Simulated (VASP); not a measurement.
An input for Quantum ESPRESSO's pw.x (written as the equivalent of a VASP run, and not itself run):

```
&CONTROL
  calculation = 'scf'
  pseudo_dir = './pseudo'
  outdir = './out'
  tprnfor = .true.
  tstress = .true.
/
&SYSTEM
  ibrav = 0
  nat = 2
  ntyp = 2
  ecutwfc = 102
  occupations = 'smearing'
  smearing = 'gaussian'
  degauss = 0.003675
  input_dft = 'vdw-df2-b86r'
/
&ELECTRONS
  conv_thr = 7.3e-09
  electron_maxstep = 100
/
ATOMIC_SPECIES
  Cd 112.414 Cd.upf
  S 32.060 S.upf
CELL_PARAMETERS angstrom
     0.0000000    2.9462543    2.9462543
     2.9462543    0.0000000    2.9462543
     2.9462543    2.9462543    0.0000000
ATOMIC_POSITIONS crystal
  Cd   0.0000000  0.0000000  0.0000000
  S    0.2500000  0.2500000  0.2500000
K_POINTS automatic
  8 8 8 0 0 0
```

Write the VASP files for the same calculation (rev-vdW-DF2).

One answer among several that fit: 
KPOINTS:
```
K-points
0
G
 8 8 8
```

POSCAR:
```
CdS
1
    0.0000000000     2.9462543035     2.9462543035
    2.9462543035     0.0000000000     2.9462543035
    2.9462543035     2.9462543035     0.0000000000
Cd S
1 1
Direct
  0.0000000000   0.0000000000   0.0000000000
  0.2500000000   0.2500000000   0.2500000000
```

**INCAR**
```
# general
SYSTEM   = CdS
PREC     = Accurate
ENCUT    = 520
LREAL    = .FALSE.
LASPH    = .TRUE.

# electronic loop
EDIFF    = 1E-7
NELM     = 100
ALGO     = Normal
LMAXMIX  = 4

# smearing
ISMEAR   = 0
SIGMA    = 0.05

# functional
GGA      = MK
LUSE_VDW = .TRUE.
AGGAC    = 0.0
PARAM1   = 0.1234568
PARAM2   = 0.7114
ZAB_VDW  = -1.8867

# ions
ISIF     = 2

# output
LWAVE    = .FALSE.
LCHARG   = .FALSE.
```

POTCAR, in this order: Cd S (PBE.64 set). Program: vasp_std.

The two are equivalent in intent, not identical: the potentials are each code's own (VASP's PAW set, PseudoDojo norm-conserving files in pw.x), so ENCUT and ecutwfc are chosen apart and not converted; conv_thr bounds pw.x's estimated SCF error, while EDIFF bounds the energy change between steps.

The compound is CdS in the zinc blende structure, a metastable form; wurtzite is the usual one. It was relaxed first.
